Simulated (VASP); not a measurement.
KMgF3 (cubic perovskite), at 0.96 of the tabulated volume:

```
KMgF3
1.0
    3.93607     0.00000     0.00000
    0.00000     3.93607     0.00000
    0.00000     0.00000     3.93607
K Mg F
1 1 3
Cartesian
  0.00000   0.00000   0.00000
  1.96804   1.96804   1.96804
  1.96804   0.00000   1.96804
  0.00000   1.96804   1.96804
  1.96804   1.96804   0.00000
```

The lowest empty band near Γ, direction [111], from mBJ (TB09) with spin-orbit coupling in VASP (PAW); its two spin partners are averaged. The gap over the points computed is 10.99 eV, and the next band on that side lies 1.46 eV away at the edge.

Settings: 520 eV cut-off, 6×6×6 Γ-centred mesh, Gaussian smearing of 0.050 eV, potentials K_sv Mg F.

```csv
distance from the edge in k (1/Å),distance in energy (meV)
0.025,4.1
0.035,7.9
0.050,16.2
0.070,31.5
```

### Question
Fit E(1 + αE) = ħ²k²/2m* (ħ²/2m0 = 3.810 eV Å²) and predict the row at 0.095 1/Å.

### Answer
The rows don't resolve α, so a parabola serves: the electron mass is m* = 0.592 m0, and so 58.1 meV. The run gave 57.8 meV, -0.3 meV from the fit.

Left out are points under 3 meV from the edge, since the levels carry 0.1 meV, and points farther than half the way to the next band.

The compound is KMgF3 in the cubic perovskite structure. The cell was not relaxed at this level.
